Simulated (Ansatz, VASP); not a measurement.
# Al (Al(100)) in two plane-wave programs, part 2 of 2

One calculation is typed for both programs; each brings its own data sets. How far apart do they land? Of the first pair: The cell is taken from a series of runs on this material, whose earlier steps may have relaxed, scaled, displaced or heated it; both programs get it as it stands.

VASP 6.6.1 and Ansatz 0.2.0.

So far. Step 4 (Differences): The forces differ by 0.3 meV/Å r.m.s., which is 1.4 % of the r.m.s. force of 0.022 eV/Å (both taken over all components). Where the cell holds vacuum, a pressure given here is an average over it and none of the material.

### 5. Ansatz: relaxation, PBE

Level of this step: Ansatz beside VASP: Kohn-Sham DFT, plane waves, PBE (Ansatz).

The two programs are compared at the cell with which this relaxation starts, whose forces are those of its first step.

The structure compared here is the start of the Ansatz relaxation; VASP solves that cell, so the two are compared at the walk's first step.

input.yaml

```yaml
crystal:
  lattice:
    - [2.8637824638, 0.0, 0.0]
    - [0.0, 2.8637824638, 0.0]
    - [0.0, 0.0, 32.225]
  atoms:
    - { symbol: Al, position: [0.5, 0.5, 0.2172226532] }
    - { symbol: Al, position: [0.0, 0.0, 0.2800620636] }
    - { symbol: Al, position: [0.5, 0.5, 0.342901474] }
    - { symbol: Al, position: [0.0, 0.0, 0.4057408844] }
    - { symbol: Al, position: [0.5, 0.5, 0.4685802948] }
    - { symbol: Al, position: [0.0, 0.0, 0.5314197052] }
    - { symbol: Al, position: [0.5, 0.5, 0.5942591156] }
    - { symbol: Al, position: [0.0, 0.0, 0.657098526] }
    - { symbol: Al, position: [0.5, 0.5, 0.7199379364] }
    - { symbol: Al, position: [0.0, 0.0, 0.7827773468] }
kpoints:
  mp_grid: { grid: [11, 11, 1] }
hamiltonian:
  xc: pbe
scf:
  occupations: { method: fermi_dirac, width: 0.1 }
efield:
  axis: 3
  dipole_correction: true
  ramp_width: 0.05
relax:
  f_tol: 0.02
  max_steps: 60
  constraints: [{ sites: [0, 1, 2, 3, 4] }]
output:
  write_potential: true
  write_density: true
  volumetric_format: npy
```

Launch:

```bash
$ ansatz run input.yaml --threads 4 --pin off --max-ram 8192MiB --backend cpu --events-out ev --progress --plain --runs-dir out
```

Numbers of over 12 decimals in the logs are rounded to 6 here.

Output:

```text
[...]
Crystal: 10 atoms, lattice volume = 264.285 Å³
Basis set: ecut = 420 eV, 5167 PW (Γ), exchange–correlation on 40×40×432 points (8 copies of the dense FFT grid, shifted against one another)
Bands: 25, of which v1, the nominal top of the filled ones, is band 15 counted from 1 (14 counted from 0)
Symmetry: 8 space group operations
k-points: 21 of 121
[...]
- { symbol: Al, position: [0.500000, 0.500000, 0.342901] }
    - { symbol: Al, position: [0.0, 0.0, 0.405741] }
    - { symbol: Al, position: [0.500000, 0.500000, 0.468580] }
    - { symbol: Al, position: [0, 0.0, 0.531758] }
    - { symbol: Al, position: [0.500000, 0.500000, 0.593898] }
    - { symbol: Al, position: [0, 0.0, 0.657082] }
    - { symbol: Al, position: [0.500000, 0.500000, 0.719951] }
    - { symbol: Al, position: [0, 0.0, 0.783313] }
[key lines of the parts left out:]
SCF converged after 4 iterations
Free energy (F): -5374.134481 eV
Fermi energy:    3.414799 eV
Dipole field:    D = 0.000243 V/Å  (p = 0.000355 e·Å, saw-weighted, corrected)
Work function:   Φ+ = 4.2549 eV   Φ− = 4.2627 eV
```

### 6. VASP: single point, PBE, start cell, pair 2

The same cell, functional, mesh and smearing now go to VASP, with its own data sets.

INCAR

```
SYSTEM = Al
PREC = Accurate
ENCUT = 400
EDIFF = 1E-06
NELM = 120
ISMEAR = -1
SIGMA = 0.1
LREAL = .FALSE.
ALGO = Normal
GGA = PE
NBANDS = 25
LORBIT = 11
LWAVE = .FALSE.
LCHARG = .FALSE.
ISIF = 2
LDIPOL = .TRUE.
IDIPOL = 3
DIPOL = 0.5 0.5 0.5
LVHAR = .TRUE.
LASPH = .TRUE.
GGA_COMPAT = .FALSE.
NELMDL = -8
KPAR = 2
```

POSCAR

```
Al
1.0
    2.8637824638      0.0000000000      0.0000000000
    0.0000000000      2.8637824638      0.0000000000
    0.0000000000      0.0000000000     32.2250000000
Al
10
Direct
    0.4999999190      0.4999999190      0.2172226532
    0.9999999190      0.9999999190      0.2800620636
    0.4999999190      0.4999999190      0.3429014740
    0.9999999190      0.9999999190      0.4057408844
    0.4999999190      0.4999999190      0.4685802948
    0.9999999190      0.9999999190      0.5314197052
    0.4999999190      0.4999999190      0.5942591156
    0.9999999190      0.9999999190      0.6570985260
    0.4999999190      0.4999999190      0.7199379364
    0.9999999190      0.9999999190      0.7827773468
```

KPOINTS

```
Automatic mesh
0
Gamma
11 11 1
0 0 0
```

The projector-augmented-wave data sets are Al (PBE family, release 64).

Launch:

```bash
$ mpirun -np 2 vasp_std
```

Output:

```text
[... set-up lines as in an earlier step ...]
 entering main loop
       N       E                     dE             d eps       ncg     rms          rms(c)
DAV:   1     0.509125153014E+02    0.50913E+02   -0.85397E+03  1050   0.739E+02
DAV:   2    -0.326928373339E+02   -0.83605E+02   -0.76261E+02  1323   0.127E+02
DAV:   3    -0.372929688361E+02   -0.46001E+01   -0.43130E+01  1531   0.272E+01
DAV:   4    -0.374823259626E+02   -0.18936E+00   -0.18727E+00  1604   0.610E+00
[...]
DAV:  24    -0.365655091304E+02   -0.13484E-04   -0.86619E-07   874   0.301E-03    0.720E-04
DAV:  25    -0.365655113314E+02   -0.22010E-05   -0.12354E-07   830   0.143E-03    0.541E-04
DAV:  26    -0.365655117379E+02   -0.40649E-06   -0.21635E-08   754   0.682E-04
   1 F= -.36565512E+02 E0= -.36490372E+02  d E =-.150279E+00
```

Parts of OUTCAR (step 6):

```text
  Total       -2.0325976     -2.0325976      0.0902750      0.0000000      0.0000000      0.0000000
  in kB      -12.3222217    -12.3222217      0.5472743      0.0000000      0.0000000      0.0000000
  external PRESSURE =      -8.0323897 kB  Pullay stress =       0.0000000 kB

 POSITION                                       TOTAL-FORCE (eV/Angst)
 -----------------------------------------------------------------------------------
      1.43189      1.43189      7.00000         0.000000     -0.000000     -0.044323
      2.86378      2.86378      9.02500         0.000000      0.000000      0.034498
      1.43189      1.43189     11.05000         0.000000     -0.000000     -0.014627
      2.86378      2.86378     13.07500         0.000000     -0.000000      0.086040
      1.43189      1.43189     15.10000         0.000000     -0.000000     -0.085261
      2.86378      2.86378     17.12500         0.000000     -0.000000      0.085261
      1.43189      1.43189     19.15000         0.000000      0.000000     -0.086040
      2.86378      2.86378     21.17500         0.000000      0.000000      0.014627
      1.43189      1.43189     23.20000         0.000000      0.000000     -0.034498
      2.86378      2.86378     25.22500         0.000000      0.000000      0.044323
 -----------------------------------------------------------------------------------
    total drift:                               -0.000041     -0.000041      0.000021

  FREE ENERGIE OF THE ION-ELECTRON SYSTEM (eV)
  ---------------------------------------------------
  free  energy   TOTEN  =       -36.5655117379 eV

  energy  without entropy=      -36.4152329163  energy(sigma->0) =      -36.49037233

[... 2 parts as in an earlier step ...]

[... 1 further part left out ...]
[key lines of the parts left out:]
E-fermi :   3.4499
```

### 7. Side by side

Forces (eV/Å; atoms numbered as in POSCAR):

| atom | Ansatz x, y, z | VASP x, y, z |
| --- | --- | --- |
| Al1 | 0.000, 0.000, -0.045 | 0.000, 0.000, -0.044 |
| Al2 | 0.000, 0.000, 0.034 | 0.000, 0.000, 0.034 |
| Al3 | 0.000, 0.000, -0.015 | 0.000, 0.000, -0.015 |
| Al4 | 0.000, 0.000, 0.086 | 0.000, 0.000, 0.086 |
| Al5 | 0.000, 0.000, -0.085 | 0.000, 0.000, -0.085 |
| Al6 | 0.000, 0.000, 0.085 | 0.000, 0.000, 0.085 |
| Al7 | 0.000, 0.000, -0.086 | 0.000, 0.000, -0.086 |
| Al8 | 0.000, 0.000, 0.015 | 0.000, 0.000, 0.015 |
| Al9 | 0.000, 0.000, -0.034 | 0.000, 0.000, -0.034 |
| Al10 | 0.000, 0.000, 0.045 | 0.000, 0.000, 0.044 |

The forces differ by 0.3 meV/Å r.m.s., which is 0.9 % of the r.m.s. force of 0.035 eV/Å (both taken over all components). Where the cell holds vacuum, a pressure given here is an average over it and none of the material.

### 8. Ansatz: relaxation, PBE

This run makes the geometry at which the two programs are then compared.

The structure compared here is the end of the Ansatz relaxation.

This is the run of step 5 again, met here at its other cell.

### 9. VASP: single point, PBE, relaxed atoms in a fixed cell, pair 3

The same cell, functional, mesh and smearing now go to VASP, with its own data sets.

INCAR is that of step 6.

POSCAR

```
Al
1.0
    2.8637824638      0.0000000000      0.0000000000
    0.0000000000      2.8637824638      0.0000000000
    0.0000000000      0.0000000000     32.2250000000
Al
10
Direct
    0.5000000000      0.5000000000      0.2172226532
    0.0000000000      0.0000000000      0.2800620636
    0.5000000000      0.5000000000      0.3429014740
    0.0000000000      0.0000000000      0.4057408844
    0.5000000000      0.5000000000      0.4685802948
    0.0000000000      0.0000000000      0.5317578053
    0.5000000000      0.5000000000      0.5938978820
    0.0000000000      0.0000000000      0.6570824821
    0.5000000000      0.5000000000      0.7199514755
    0.0000000000      0.0000000000      0.7833131309
```

KPOINTS is that of step 6.

Launch:

```bash
$ mpirun -np 2 vasp_std
```

Output:

```text
[... set-up lines as in an earlier step ...]
 entering main loop
       N       E                     dE             d eps       ncg     rms          rms(c)
[... 30 cycles as in an earlier step ...]
   1 F= -.36566839E+02 E0= -.36492071E+02  d E =-.149536E+00
```

OUTCAR, selected parts (step 9):

```text
[... 6 parts as in an earlier step ...]

[... 1 further part left out ...]
[key lines of the parts left out:]
E-fermi :   3.4510
```

### 10. Side by side

Compared:

| quantity | Ansatz | VASP | difference |
| --- | --- | --- | --- |
| work function, lower of the two faces (eV) | 4.25 | 4.26 | 0.00 |
| work function, higher of the two faces (eV) | 4.26 | 4.26 | 0.00 |

Forces (eV/Å; atoms numbered as in POSCAR):

| atom | Ansatz x, y, z | VASP x, y, z |
| --- | --- | --- |
| Al1 | 0.000, 0.000, -0.043 | 0.000, 0.000, -0.042 |
| Al2 | 0.000, 0.000, 0.031 | 0.000, 0.000, 0.031 |
| Al3 | 0.000, 0.000, -0.012 | 0.000, 0.000, -0.012 |
| Al4 | 0.000, 0.000, 0.087 | 0.000, 0.000, 0.087 |
| Al5 | 0.000, 0.000, -0.062 | 0.000, 0.000, -0.062 |
| Al6 | 0.000, 0.000, -0.001 | 0.000, 0.000, -0.001 |
| Al7 | 0.000, 0.000, 0.001 | 0.000, 0.000, 0.001 |
| Al8 | 0.000, 0.000, 0.000 | 0.000, 0.000, 0.000 |
| Al9 | 0.000, 0.000, 0.000 | 0.000, 0.000, -0.001 |
| Al10 | 0.000, 0.000, 0.001 | 0.000, 0.000, 0.000 |

The forces differ by 0.3 meV/Å r.m.s., which is 1.4 % of the r.m.s. force of 0.022 eV/Å (both taken over all components). Where the cell holds vacuum, a pressure given here is an average over it and none of the material.

### 11. Summary of results

```yaml
difference_in_work_function_higher_of_the_two_faces_single_point_pbe_pair_1: -0.0030 eV
r_m_s_force_difference_single_point_pbe_start_cell_pair_2: 0.31 meV/Å
difference_in_work_function_lower_of_the_two_faces_single_point_pbe_relaxed_atoms_in_a_fixed_cell_pair_3: -0.0031 eV
```

**Reading.** The r.m.s. force difference is 0.31 meV/Å (single point, PBE, start cell, pair 2), within the 12 meV/Å picked in this series as the mark of a large difference. Pairs 1 and 3 hold one cell, so they aren't independent. How closely two codes agree says nothing of how well the functional describes the real material.

[Lines on the potential files, build, host, timing and source positions are cut from VASP's logs without a mark.]

[Logs are printed without paths, hosts, clocks, repeated set-up lines and the standing remarks that a program may print on its own settings, such as how far it seeks lower states.]

[Hosts, paths, dates, database ids (printed as entryN), source tags and the programs' standing remarks are cut or masked in the printed files.]
